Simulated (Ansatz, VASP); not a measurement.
# HfTeS in two plane-wave programs

One calculation is typed for both programs; each brings its own data sets. How far apart do they land? The cell is taken from a series of runs on this material, whose earlier steps may have relaxed, scaled, displaced or heated it; both programs get it as it stands.

Method: plane waves, with VASP 6.6.1 beside it; zone-centre phonons at PBEsol, in Ansatz 0.2.0.

## 1. Set-up

The cell holds 3 atoms: 1 Hf, 1 S and 1 Te. Its edges and angles: a = 3.734 Å, b = 3.734 Å, c = 30.000 Å, α = 90.0°, β = 90.0°, γ = 120.0°. Vacuum lies along c.

## 2. Ansatz: zone-centre phonons, PBEsol

Ansatz runs on its PAW soft_1 files.

Second derivatives magnify differences that forces hide, and they need a tight electronic threshold.

The input, input.yaml:

```yaml
crystal:
  lattice:
    - [3.7343976054, 0.0, 0.0]
    - [-1.8671988027, 3.2340831941, 0.0]
    - [0.0, 0.0, 30.0]
  atoms:
    - { symbol: Hf, position: [0.0, 0.0, 0.3389234402] }
    - { symbol: S, position: [0.3333333333, 0.6666666667, 0.3822679154] }
    - { symbol: Te, position: [0.6666666667, 0.3333333333, 0.275475311] }
  periodic: [true, true, false]
kpoints:
  mp_grid: { grid: [15, 15, 1] }
hamiltonian:
  xc: pbesol
  pseudopotentials: { kind: paw, azcp: { folder: soft_1 }, xc_functional: pbe }
scf:
  occupations: { method: methfessel_paxton, width: 0.2 }
output:
  eigenvalues: true
phonons:
  method: dfpt
```

Command:

```bash
> ansatz run input.yaml --threads 8 --pin off --max-ram 16384MiB --backend cpu --events-out ev --progress --plain --runs-dir out
```

Numbers of over 12 decimals in the logs are rounded to 6 here.

The log of the run:

```text
Engine: ansatz 0.2.0, aarch64-unknown-linux-gnu
Pseudopotentials: kind: paw
Pseudopotential: Hf, paw, valence charge 26, recommended cutoff 420 eV (normal), soft_1/Hf.paw.azcp
Pseudopotential: S, paw, valence charge 6, recommended cutoff 420 eV (normal), soft_1/S.paw.azcp
Pseudopotential: Te, paw, valence charge 16, recommended cutoff 420 eV (normal), soft_1/Te.paw.azcp
Functional definition: PBEsol
  exchange = pbesol_x
  correlation = pbesol_c
Crystal: 3 atoms, lattice volume = 362.321 Å³
Basis set: ecut = 420 eV, 7121 PW (Γ), exchange–correlation on 50×50×432 points (8 copies of the dense FFT grid, shifted against one another)
Bands: 29, of which v1, the nominal top of the filled ones, is band 24 counted from 1 (23 counted from 0)
Symmetry: 6 space group operations
k-points: 64 of 225 (irreducible under 2 space group operations, time reversal used)
Non-local potential: Hf, projectors of the file, l = 0: 3, l = 1: 2, l = 2: 2, l = 3: 3
Non-local potential: S, projectors of the file, l = 0: 2, l = 1: 2, l = 2: 1
Non-local potential: Te, projectors of the file, l = 0: 2, l = 1: 2, l = 2: 2, l = 3: 1
PAW form: soft (Blöchl's): semilocal exchange-correlation on the pseudo side does not see the compensation charge
PAW frozen core: Hf, regenerated for the run's functional, and the local potential with it (the file was generated under x = pbe(κ = 0.804, μ = 0.219515), c = pbe(β = 0.066725))
PAW frozen core: S, regenerated for the run's functional, and the local potential with it (the file was generated under x = pbe(κ = 0.804, μ = 0.219515), c = pbe(β = 0.066725))
PAW frozen core: Te, regenerated for the run's functional, and the local potential with it (the file was generated under x = pbe(κ = 0.804, μ = 0.219515), c = pbe(β = 0.066725))
PAW one-centre angular grid: Hf, 590 points (default); XC on 64 Gauss nodes
PAW one-centre angular grid: S, 110 points (default); XC on 64 Gauss nodes
PAW one-centre angular grid: Te, 590 points (default); XC on 64 Gauss nodes
Initial density: superposition of atomic densities (neutral atoms: chi_scale 0, normalization atom)
Initial wavefunctions: pseudopotential atomic-orbital guess
Functional: x = pbesol(κ = 0.804, μ = 0.123457), c = pbesol(β = 0.046)
SCF iter   1: F=—  HF=-23389.327492 eV  |F-HF|=—  |Δ(HF+E_count)|=         —  Δρ=1.77e-2  dr2=1.75e0  ethr=3.10e-3  ⟨swp⟩=13.2  Hψ=12784  notcnv=0
preconditioner: auto → LDOS  [insulator: Δε(μ)=0.217 eV  Ē_g=11.364 eV  σ=0.200 eV  W_gap=0.72  n_scr=24 (ndim 8)  ℏωp=10.7 eV  f_vac=0.761  D(μ)=0.43/eV (n_scr^D=4)  ε∞_Penn≈1.9  β→1.0]
SCF iter   2: F=—  HF=-23389.417113 eV  |F-HF|=—  |Δ(HF+E_count)|=   8.96e-2  S|Δr|=    0.00e0  Δρ=1.66e-2  dr2=2.09e0  ethr=3.10e-3  ⟨swp⟩=4.6  Hψ=5977  notcnv=0  defer=10
SCF iter   3: F=—  HF=-23388.831142 eV  |F-HF|=—  |Δ(HF+E_count)|=   5.86e-1  S|Δr|=    0.00e0  Δρ=2.74e-3  dr2=1.45e-1  ethr=3.10e-3  ⟨swp⟩=4.8  Hψ=5584  notcnv=0  defer=8
SCF iter   4: F=—  HF=-23388.807456 eV  |F-HF|=—  |Δ(HF+E_count)|=   2.37e-2  S|Δr|=    0.00e0  Δρ=1.19e-3  dr2=1.38e-2  ethr=3.01e-4  ⟨swp⟩=2.9  Hψ=3573  notcnv=0  defer=6
SCF iter   5: F=—  HF=-23388.805980 eV  |F-HF|=—  |Δ(HF+E_count)|=   1.48e-3  S|Δr|=    0.00e0  Δρ=3.11e-4  dr2=4.87e-4  ethr=2.88e-5  ⟨swp⟩=3.0  Hψ=3348  notcnv=0  defer=6
SCF iter   6: F=—  HF=-23388.805968 eV  |F-HF|=—  |Δ(HF+E_count)|=   1.27e-5  S|Δr|=    0.00e0  Δρ=1.12e-4  dr2=3.48e-5  ethr=1.01e-6  ⟨swp⟩=3.1  Hψ=4227  notcnv=0  defer=6
SCF iter   7: F=—  HF=-23388.806001 eV  |F-HF|=—  |Δ(HF+E_count)|=   3.37e-5  S|Δr|=    0.00e0  Δρ=3.42e-5  dr2=3.10e-6  ethr=7.26e-8  ⟨swp⟩=2.9  Hψ=3609  notcnv=0  defer=6
SCF iter   8: F=—  HF=-23388.806084 eV  |F-HF|=—  |Δ(HF+E_count)|=   8.32e-5  S|Δr|=    0.00e0  Δρ=9.22e-6  dr2=5.70e-7  ethr=6.45e-9  ⟨swp⟩=3.5  Hψ=4565  notcnv=0  defer=6
SCF iter   9: F=—  HF=-23388.806085 eV  |F-HF|=—  |Δ(HF+E_count)|=   8.82e-7  S|Δr|=    0.00e0  Δρ=3.26e-6  dr2=3.18e-8  ethr=1.19e-9  ⟨swp⟩=3.5  Hψ=4163  notcnv=0  defer=6
SCF iter  10: F=—  HF=-23388.806086 eV  |F-HF|=—  |Δ(HF+E_count)|=   2.81e-7  S|Δr|=    0.00e0  Δρ=1.15e-6  dr2=3.81e-9  ethr=6.63e-11  ⟨swp⟩=2.8  Hψ=3585  notcnv=0  defer=6
SCF iter  11: F=—  HF=-23388.806086 eV  |F-HF|=—  |Δ(HF+E_count)|=   2.84e-8  S|Δr|=    0.00e0  Δρ=2.78e-7  dr2=1.98e-10  ethr=7.94e-12  ⟨swp⟩=3.6  Hψ=4615  notcnv=0  defer=6
SCF iter  12: F=—  HF=-23388.806086 eV  |F-HF|=—  |Δ(HF+E_count)|=   3.88e-9  S|Δr|=    0.00e0  Δρ=6.52e-8  dr2=1.23e-11  ethr=1.00e-12  ⟨swp⟩=2.8  Hψ=3927  notcnv=0  defer=6
SCF iter  13: F=-23388.806086 eV  HF=-23388.806086 eV  |F-HF|=2.04e-10  |Δ(HF+E_count)|=   1.45e-9  S|Δr|=    0.00e0  Δρ=2.44e-8  dr2=2.05e-12  ethr=1.00e-12  ⟨swp⟩=15.3  Hψ=14236  notcnv=0
SCF 1 converged in 13 iterations: F = -23388.806086 eV  dr2 = 2.05e-12
  greatest PAW one-centre occupation: 0.998 electrons in one spin orbital (limit 2), on the Hf atom at site 0 (counted from 0), in its partial waves of l = 3
DFPT response loops at Γ: preconditioner auto → none (partly filled bands, converged f_vac=0.769); β = 0.50; Broyden in place of MSR1
SCF converged after 13 iterations
Stability not checked: this state was not tested for a lower state beside it, because cold or Methfessel-Paxton smearing, or corrected tetrahedra, fill the levels in a way that the test cannot read (fill_not_monotonic; see scf.lower_state_search)
Free energy (F): -23388.806086 eV
Harris-Foulkes:  -23388.806086 eV  (|F-HF|=2.04e-10)
Internal energy: -23388.806658 eV  (E = F + TS)
E sigma→0 (E₀):  -23388.806229 eV
Entropy (-TS):   0.000572 eV (0.191 meV/atom)
Fermi energy:    -4.714887 eV
Step filling:    the computed levels leave a gap of 0.0000 eV = 0.0 smearing widths at the electron count; against every level under it full and every level over it empty, smearing changes F+E_penalty+E_count by -2.168 meV and its σ→0 estimate by -2.311 meV
--- Per-component energies (eV) ---
  E_band       = -1173.793862
  E_kinetic    = 685.219545
  E_local      = -114632.312166  (includes V_loc(G=0)·N_el)
  E_nonlocal   = 170.627286
  E_hartree    = 56755.137386
  E_xc         = -473.465423
  E_vxc        = -438.242465  (∫ρ·V_xc dr)
  E_paw        = -12763.202433  (= ΣΔE_a)
  E_vpaw       = -469.360875  (= ΣTr[D̂ρ^β])
  E_aug_tail   = 0.000177  (compensation charges beyond the density's cutoff)
  E_ewald      = 46867.501153
  E_core_change = 1.687817  (= ΣΔE_core)
  E_smearing   = 0.000572  (= −TS)
  E_closure    = -0.000000  (closes the sum)
  Σ components = -23388.806086   (vs F -23388.806086, Δ=0.00e0)
--- Band table (eV; the first three rows and the last of 64) ---
  k-point 0: bands = [... 20 lower, -8.4387, -6.9049, -4.4124, -4.4124, -3.9215, -3.9215, -3.2632, -1.3242, ... 1 higher]
  k-point 1: bands = [... 20 lower, -8.4226, -6.7954, -4.9976, -4.7098, -3.8221, -3.6070, -3.0787, -1.1884, ... 1 higher]
  k-point 2: bands = [... 20 lower, -8.3814, -6.6312, -5.9027, -5.1083, -3.9290, -3.1700, -2.8292, -1.2232, ... 1 higher]
  k-point 63: bands = [... 20 lower, -8.5986, -8.0784, -7.1611, -6.7661, -3.8300, -2.8763, -2.0172, -1.0077, ... 1 higher]
--- Phonons (Γ-DFPT): 6 representative perturbations + reference, on 64 of 225 k-points (Σ response iterations 31) ---
  k mesh reduced under 2 symmetry operations, with k and −k counted as one. Each operation leaves every solved perturbation unchanged. A smaller set is not used because it would not reduce the number of displacements times k-points to solve
  ASR residual: 6.223e-5 → 0.000e0 eV/Å²; symmetrization residual: 1.582e-5 eV/Å²
  ASR residual per site (eV/Å²): 6.22e-5 2.51e-5 2.40e-6
  Γ frequencies (cm⁻¹): 0.00 0.00 0.00 91.20 91.20 178.43 229.98 229.98 292.67
  non-analytic LO–TO correction: not included (Born effective charges unavailable; polar crystals: no LO–TO splitting at Γ)
```

Reading the cycles: dr2 is the Hartree energy of the density residual (eV), the measure of convergence; HF is the Harris–Foulkes estimate of the energy, which meets the free energy F at convergence.

(Continued in part 2 of 2.)

[Lines on the potential files, build, host, timing and source positions are cut from VASP's logs without a mark.]

[Logs are printed without paths, hosts, clocks, repeated set-up lines and the standing remarks that a program may print on its own settings, such as how far it seeks lower states.]

[Hosts, paths, dates, database ids (printed as entryN), source tags and the programs' standing remarks are cut or masked in the printed files.]
